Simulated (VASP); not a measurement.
Given:

```
Ta3ZrC4
1.0
    4.49176     0.00000     0.00000
    0.00000     4.49176     0.00000
    0.00000     0.00000     4.49176
Zr C Ta
1 4 3
Direct
  0.00000   0.00000   0.00000
  0.50000   0.50000   0.50000
  0.00000   0.00000   0.50000
  0.00000   0.50000   0.00000
  0.50000   0.00000   0.00000
  0.50000   0.50000   0.00000
  0.50000   0.00000   0.50000
  0.00000   0.50000   0.50000
```

These are PBEsol GGA, VASP's PBE PAW potentials (set 64) (plane waves; VASP) values and carry that method's errors. Settings: 520 eV cut-off, Gaussian smearing of 0.050 eV, potentials Zr_sv C Ta_pv.

Give the energies of bands 22 to 35 at the high-symmetry points, in eV from the Fermi level.

```tsv
band	Γ	X	M	R
22	-4.09	-4.65	-4.74	-5.16
23	-4.09	-4.30	-4.74	-5.16
24	-1.49	-4.30	-4.69	-5.16
25	-1.49	-4.28	-4.67	-5.13
26	-1.49	-3.06	-4.35	-5.13
27	-1.20	-2.51	-4.35	-5.13
28	-1.20	-2.03	-4.05	-4.58
29	-1.20	-2.03	-3.90	-4.58
30	-0.88	-1.93	1.16	2.74
31	-0.88	-1.93	1.19	2.74
32	-0.88	1.58	1.75	2.74
33	-0.14	1.85	1.75	2.91
34	-0.14	1.85	2.98	2.91
35	-0.14	1.98	2.98	3.24
```

It has no gap at this level: it comes out as a metal or semimetal.

The structure was generated: Ta3ZrC4 was put into an ordered model structure (Pm-3m), which need not be its known phase. It was relaxed first. The electron count is odd and the run is not spin-polarised, which forces a metal.
